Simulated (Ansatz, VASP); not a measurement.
# Cross-check of Ni between VASP and Ansatz, part 2 of 2

Aim: how closely do two programs agree when they are given the same cell, functional and k mesh?

VASP 6.6.1 and Ansatz 0.2.0.

So far: The starting structure; VASP: relaxation of cell and atoms, PBEsol.

**3. Ansatz: relaxation of cell and atoms, PBEsol**

Level of this step: Ansatz beside VASP: Kohn-Sham DFT, plane waves, PBEsol (Ansatz).

Ansatz runs on its default PAW (the set named soft_2) files.

The same cell, functional, mesh and smearing now go to Ansatz, which takes its cutoff from its data sets.

input.yaml reads:

```yaml
crystal:
  lattice:
    - [0.0, 1.7304310307, 1.7304310307]
    - [1.7304310307, 0.0, 1.7304310307]
    - [1.7304310307, 1.7304310307, 0.0]
  atoms:
    - { symbol: Ni, position: [0.0, 0.0, 0.0], spin: 1.5 }
hamiltonian:
  xc: pbesol
  pseudopotentials: { kind: paw }
magnetization:
  spin_polarized: true
kpoints:
  mp_grid: { grid: [21, 21, 21] }
scf:
  occupations: { method: methfessel_paxton, width: 0.15 }
relax:
  f_tol: 0.01
  max_steps: 60
  cell: { stress_tol: 0.05 }
output:
  forces: true
  stress: true
  write_density: true
  write_potential: true
  elf: true
  volumetric_format: npy
```

Started as:

```
$ ansatz run input.yaml --threads 4 --pin off --max-ram 9216MiB --backend cpu --events-out ev --progress --plain --runs-dir out
```

Numbers of over 12 decimals in the logs are rounded to 6 here.

The program printed:

```text
Engine: ansatz 0.2.0, aarch64-unknown-linux-gnu
Pseudopotentials: kind: paw
Pseudopotential: Ni, paw, valence charge 18, recommended cutoff 420 eV (normal), Ni.paw.azcp
Functional definition: PBEsol
  exchange = pbesol_x
  correlation = pbesol_c
Crystal: 1 atoms, lattice volume = 10.363 Å³
Basis set: ecut = 420 eV, 181 PW (Γ), exchange–correlation on 36×36×36 points (8 copies of the dense FFT grid, shifted against one another)
Bands: 14, of which v1, the nominal top of the filled ones, is band 9 counted from 1 (8 counted from 0)
Symmetry: 48 space group operations
Space group: Fm-3m (ITA 225), of the structure as read, at distance tolerance 2.2e-5 Å
Magnetic group: BNS 225.116 (UNI 1618), of the structure as read, at distance tolerance 2.2e-5 Å
k-points: 286 of 9261
Non-local potential: Ni, projectors of the file, l = 0: 3, l = 1: 2, l = 2: 3, l = 3: 1
PAW form: soft (Blöchl's): semilocal exchange-correlation on the pseudo side does not see the compensation charge
PAW frozen core: Ni, regenerated for the run's functional, and the local potential with it (the file was generated under x = pbe(κ = 0.804, μ = 0.219515), c = pbe(β = 0.066725))
PAW one-centre angular grid: Ni, 590 points (default); XC on 64 Gauss nodes
Initial density: superposition of atomic densities (chi_scale 0.1, normalization cell)
Starting moments: Σ|m| = 1.5 μB on 1 of 1 site
Initial wavefunctions: pseudopotential atomic-orbital guess
Functional: x = pbesol(κ = 0.804, μ = 0.123457), c = pbesol(β = 0.046)
SCF iter   1: F=—  HF=-5804.315354 eV  |F-HF|=—  |Δ(HF+E_count)|=         —  Δρ=8.95e-2 (↑8.95e-2 ↓6.25e-2)  dr2=1.32e0  dr2_m=5.54e-2  M=1.132 μB ∫|m|=1.216 μB  β_m=0.30  ethr=3.10e-3  ⟨swp⟩=5.1  Hψ=41469  notcnv=0
Mixer restart at iter 1: flushing history
preconditioner: auto → none  [metal: Δε(μ)=0.013 eV  Ē_g=16.487 eV  σ=0.150 eV  W_gap=0.05  n_scr=0 (ndim 8)  ℏωp=36.5 eV  f_vac=0.000  D(μ)=1.13/eV (n_scr^D=14)]
SCF iter   2: F=—  HF=-5803.920043 eV  |F-HF|=—  |Δ(HF+E_count)|=   3.95e-1  Δρ=7.91e-2 (↑2.42e-2 ↓7.91e-2)  dr2=3.78e-1  dr2_m=1.38e-1  M=0.979 μB ∫|m|=1.071 μB  β_m=0.25  ethr=3.10e-3  ⟨swp⟩=3.0  Hψ=19494  notcnv=0  defer=244
SCF iter   3: F=—  HF=-5804.132116 eV  |F-HF|=—  |Δ(HF+E_count)|=   2.12e-1  Δρ=4.46e-2 (↑2.46e-2 ↓4.46e-2)  dr2=2.47e-2  dr2_m=1.06e-1  M=0.972 μB ∫|m|=1.067 μB  β_m=0.27  ethr=2.10e-3  ⟨swp⟩=2.4  Hψ=13823  notcnv=0  defer=238
SCF iter   4: F=—  HF=-5804.609612 eV  |F-HF|=—  |Δ(HF+E_count)|=         —  Δρ=6.87e-2 (↑4.73e-2 ↓6.87e-2)  dr2=2.67e-2  dr2_m=3.16e-1  M=0.745 μB ∫|m|=0.818 μB  β_m=0.63  ethr=1.37e-4  ⟨swp⟩=2.3  Hψ=14661  notcnv=0  defer=247
Mixer restart at iter 4: flushing history
SCF iter   5: F=—  HF=-5804.885009 eV  |F-HF|=—  |Δ(HF+E_count)|=   2.75e-1  Δρ=3.23e-2 (↑3.23e-2 ↓2.74e-2)  dr2=1.23e-3  dr2_m=8.44e-2  M=0.696 μB ∫|m|=0.774 μB  β_m=0.81  ethr=1.37e-4  ⟨swp⟩=2.1  Hψ=17344  notcnv=0  defer=127
SCF iter   6: F=—  HF=-5805.121435 eV  |F-HF|=—  |Δ(HF+E_count)|=   2.36e-1  Δρ=6.24e-2 (↑3.45e-2 ↓6.24e-2)  dr2=5.17e-1  dr2_m=2.02e-2  M=0.582 μB ∫|m|=0.660 μB  β_m=0.81  ethr=6.82e-6  ⟨swp⟩=3.4  Hψ=21299  notcnv=0  defer=276
SCF iter   7: F=—  HF=-5804.982385 eV  |F-HF|=—  |Δ(HF+E_count)|=   1.39e-1  Δρ=2.71e-3 (↑2.71e-3 ↓9.78e-4)  dr2=1.79e-4  dr2_m=2.93e-4  M=0.604 μB ∫|m|=0.684 μB  β_m=0.81  ethr=6.82e-6  ⟨swp⟩=3.7  Hψ=23091  notcnv=0  defer=236
SCF iter   8: F=—  HF=-5804.982502 eV  |F-HF|=—  |Δ(HF+E_count)|=   1.17e-4  Δρ=2.18e-3 (↑1.16e-3 ↓2.18e-3)  dr2=6.22e-4  dr2_m=3.69e-5  M=0.604 μB ∫|m|=0.682 μB  β_m=0.90  ethr=9.95e-7  ⟨swp⟩=1.1  Hψ=11495  notcnv=0  defer=167
SCF iter   9: F=—  HF=-5804.973099 eV  |F-HF|=—  |Δ(HF+E_count)|=         —  Δρ=9.31e-4 (↑5.43e-4 ↓9.31e-4)  dr2=6.13e-6  dr2_m=4.28e-5  M=0.602 μB ∫|m|=0.682 μB  β_m=0.90  ethr=9.95e-7  ⟨swp⟩=2.5  Hψ=12839  notcnv=0  defer=126
Mixer restart at iter 9: flushing history
iteration 9: the input's own smearing fills from here on; a Gaussian of 0.15 eV has filled iterations ahead of it
SCF iter  10: F=—  HF=-5804.973115 eV  |F-HF|=—  |Δ(HF+E_count)|=   1.63e-5  S|Δr|=    0.00e0  Δρ=2.83e-4 (↑2.77e-4 ↓2.83e-4)  dr2=4.02e-7  dr2_m=6.88e-6  M=0.601 μB ∫|m|=0.681 μB  β_m=0.95  ethr=3.41e-8  ⟨swp⟩=1.8  Hψ=9733  notcnv=0  defer=126
SCF iter  11: F=—  HF=-5804.973119 eV  |F-HF|=—  |Δ(HF+E_count)|=   3.94e-6  S|Δr|=    0.00e0  Δρ=2.52e-4 (↑1.10e-4 ↓2.52e-4)  dr2=7.22e-6  dr2_m=5.06e-7  M=0.600 μB ∫|m|=0.680 μB  β_m=0.77  ethr=5.56e-10  ⟨swp⟩=8.0  Hψ=46912  notcnv=0
SCF iter  12: F=—  HF=-5804.973118 eV  |F-HF|=—  |Δ(HF+E_count)|=   1.11e-6  S|Δr|=    0.00e0  Δρ=1.22e-4 (↑1.22e-4 ↓6.90e-5)  dr2=1.96e-6  dr2_m=8.20e-8  M=0.600 μB ∫|m|=0.680 μB  β_m=0.70  ethr=2.23e-9  ⟨swp⟩=2.1  Hψ=13147  notcnv=0  defer=124
SCF iter  13: F=—  HF=-5804.973118 eV  |F-HF|=—  |Δ(HF+E_count)|=   3.65e-7  S|Δr|=    0.00e0  Δρ=3.33e-5 (↑3.33e-5 ↓1.44e-5)  dr2=1.03e-7  dr2_m=1.67e-8  M=0.600 μB ∫|m|=0.679 μB  β_m=0.85  ethr=2.23e-9  ⟨swp⟩=2.4  Hψ=12063  notcnv=0  defer=124
SCF iter  14: F=-5804.973118 eV  HF=-5804.973118 eV  |F-HF|=4.39e-9  |Δ(HF+E_count)|=   1.20e-8  S|Δr|=    0.00e0  Δρ=6.66e-6 (↑6.66e-6 ↓3.35e-6)  dr2=4.58e-9  dr2_m=5.68e-10  M=0.600 μB ∫|m|=0.679 μB  ethr=5.56e-10  ⟨swp⟩=6.2  Hψ=36990  notcnv=0
SCF 1 converged in 14 iterations: F = -5804.973118 eV  dr2 = 4.58e-9
  greatest PAW one-centre occupation: 1.001 electrons in one spin orbital (limit 2), on the Ni atom at site 0 (counted from 0), in its partial waves of l = 1
relax step   1: F+E_penalty+E_count = -5804.97311764 eV  Δ(F+E_penalty+E_count) = +0.000e0 eV  max|allowed force component| = 0.000e0 eV/Å  Δτ_max = 0.0000 Å  P = +0.178 GPa  Ω = 10.363 Å³  (14 SCF iters, dr2 threshold 1.00e-7 eV, accepted)
[...]
relax step   2: F+E_penalty+E_count = -5804.97311953 eV  Δ(F+E_penalty+E_count) = -1.895e-6 eV  max|allowed force component| = 0.000e0 eV/Å  Δτ_max = 0.0000 Å  P = +0.094 GPa  Ω = 10.367 Å³  energy of the carried Pulay correction = -1.336e-6 eV  (5 SCF iters, dr2 threshold 7.90e-8 eV, accepted)
[...]
relax step   3: F+E_penalty+E_count = -5804.97311928 eV  Δ(F+E_penalty+E_count) = +2.558e-7 eV  max|allowed force component| = 0.000e0 eV/Å  Δτ_max = 0.0000 Å  P = -0.001 GPa  Ω = 10.371 Å³  energy of the carried Pulay correction = -2.834e-6 eV  (5 SCF iters, dr2 threshold 2.21e-8 eV, accepted)
[...]
relax step   4: F+E_penalty+E_count = -5804.97312237 eV  Δ(F+E_penalty+E_count) = -3.091e-6 eV  max|allowed force component| = 0.000e0 eV/Å  Δτ_max = 0.0000 Å  P = -0.001 GPa  Ω = 10.371 Å³  stress off target by 8.95e-4 GPa  SCF on the basis re-selected at this cell (its energy is not comparable with the rows above)  (5 SCF iters)
basis re-selected at this cell: Δ(F+E_penalty+E_count) = -3.091e-6 eV, ΔP = -0.000 GPa vs the last step (what re-selecting the basis moved, of the pressure what is left beyond the Pulay correction that the steps carried, after the strain that the cell walked since its last selection, with what the two solves' SCF thresholds leave and, on support functions, any second-order correction that the steps lacked; it is no measure of the basis error at this ecutwfc). This SCF's stress stands 8.95e-4 GPa from its target on what of the cell is left free (relax.cell.stress_tol is 5.00e-2 GPa) and its largest allowed force component is 0.00e0 eV/Å (relax.f_tol is 1.00e-2 eV/Å): [rest of the remark cut]
SCF converged after 5 iterations
Stability not checked: this state was not tested for a lower state beside it, because cold or Methfessel-Paxton smearing, or corrected tetrahedra, fill the levels in a way that the test cannot read (fill_not_monotonic; see scf.lower_state_search)
Magnetization: 0.6006 μB (9.3003 up, 8.6997 down)
Absolute magnetization: 0.6806 μB (∫|ρ↑−ρ↓|, with the PAW one-centre terms)
Spin contamination: 0.0054 ħ² per cell (⟨S²⟩ above its minimum at these occupations)
Per-site moments (μB) at R_I (Å): [(0.634802, 1.009731)]
Free energy (F): -5804.973122 eV
Harris-Foulkes:  -5804.973122 eV  (|F-HF|=0.00e0)
Internal energy: -5804.972654 eV  (E = F + TS)
E sigma→0 (E₀):  -5804.973005 eV
Entropy (-TS):   -0.000469 eV (-0.469 meV/atom)
Fermi energy:    19.123159 eV
--- Per-component energies (eV) ---
  E_band       = -267.852367
  E_kinetic    = 283.275540
  E_local      = -3356.194903  (includes V_loc(G=0)·N_el)
  E_nonlocal   = 635.822527
  E_hartree    = 1400.541614
  E_xc         = -84.915001
  E_vxc        = -109.909569  (∫ρ·V_xc dr)
  E_paw        = -1594.142819  (= ΣΔE_a)
  E_vpaw       = -521.929631  (= ΣTr[D̂ρ^β])
  E_aug_tail   = 0.000477  (compensation charges beyond the density's cutoff)
  E_ewald      = -3089.557378
  E_core_change = 0.197289  (= ΣΔE_core)
  E_smearing   = -0.000469  (= −TS)
  E_closure    = 0.000000  (closes the sum)
  Σ components = -5804.973122   (vs F -5804.973122, Δ=0.00e0)
--- Forces (eV/Å), atoms counted from 1 ---
  atom   1  Ni    -0.00000000     0.00000000    -0.00000000
  max |Σ_I F_I| component: 2.24e-30 eV/Å
--- Stress (GPa, compression-positive) ---
       -0.000895      -0.000000      -0.000000
       -0.000000      -0.000895       0.000000
       -0.000000      -0.000000      -0.000895
  P = ⅓ Tr σ = -0.0009 GPa (-0.009 kbar)
--- Band table (eV; the first three rows and the last of 572) ---
  k-point 0 ↑: bands = [... 5 lower, 16.5512, 16.5512, 16.5512, 17.8229, 17.8229, 42.9488, 47.2850, 47.2850, ... 1 higher]
  k-point 1 ↑: bands = [... 5 lower, 16.5256, 16.5731, 16.5731, 17.8133, 17.8133, 42.7122, 45.9419, 47.0418, ... 1 higher]
  k-point 2 ↑: bands = [... 5 lower, 16.4539, 16.6329, 16.6329, 17.7900, 17.7900, 41.5579, 44.5383, 46.5413, ... 1 higher]
  k-point 285 ↓: bands = [... 5 lower, 16.2908, 16.5059, 18.3118, 19.4972, 26.5123, 27.6343, 29.7843, 30.9142, ... 1 higher]
--- Relaxed structure (3 steps of the walk, 3 accepted, 1 SCFs on fresh bases) ---
  F+E_penalty+E_count = -5804.97312237 eV   max|allowed force component| = 0.000e0 eV/Å   (the final SCF, on the basis selected at the relaxed cell)
  cell:  # Å, volume = 10.3712 Å³
    - [0, 1.730879, 1.730879]
    - [1.730879, 0, 1.730879]
    - [1.730879, 1.730879, 0]
  atoms:
    - { symbol: Ni, position: [0.0, 0.0, 0.0] }
```

Run time: 6.5 s. Hardware: 4 threads of Arm Neoverse V2, shared host; peak memory 0.37 GiB.

**4. Side by side**

Known differences besides the potentials themselves: both relaxations stop at a tolerance, which leaves soft axes loose, and VASP keeps its plane-wave basis; the data sets hold 18 valence electrons in Ansatz (default PAW (the set named soft_2) files) and 10 in VASP; the cutoff is 420 eV in Ansatz and 450 eV in VASP; Ansatz makes its cores anew for this functional, VASP keeps those of its PBE data sets; Ansatz adds a Pulay correction to the stress that steers its cell, VASP none; site moments are counted in spheres of each program's own size. Total energies have different zeros and are not compared.

Both answers:

| quantity | Ansatz | VASP | difference |
| --- | --- | --- | --- |
| volume (Å³) | 10.37 | 10.36 | +0.08 % |
| edge a after relaxation, in the typed setting (Å) | 2.448 | 2.447 | +0.02 % |
| total moment (μB) | 0.60 | 0.59 | +0.01 |
| moment on Ni1 (μB) | 0.64 | 0.59 | +0.04 |

The walks stopped with 0.00 GPa left in Ansatz and -0.05 GPa in VASP; each walk ends within a tolerance, so the volume difference is uncertain by about these residues over the bulk modulus, most in soft cells.

**5. Results**

* difference in volume (relaxation of cell and atoms, PBEsol): 0.078 %

In words: The difference in volume is 0.078 % (relaxation of cell and atoms, PBEsol), within the 1.2 % picked in this series as the mark of a large difference, as far as the stopping tolerances let one tell. How closely two codes agree says nothing of how well the functional describes the real material.

[Lines on the potential files, build, host, timing and source positions are cut from VASP's logs without a mark.]

[Logs are printed without paths, hosts, clocks, repeated set-up lines and the standing remarks that a program may print on its own settings, such as how far it seeks lower states.]

[Hosts, paths, dates, database ids (printed as entryN), source tags and the programs' standing remarks are cut or masked in the printed files.]
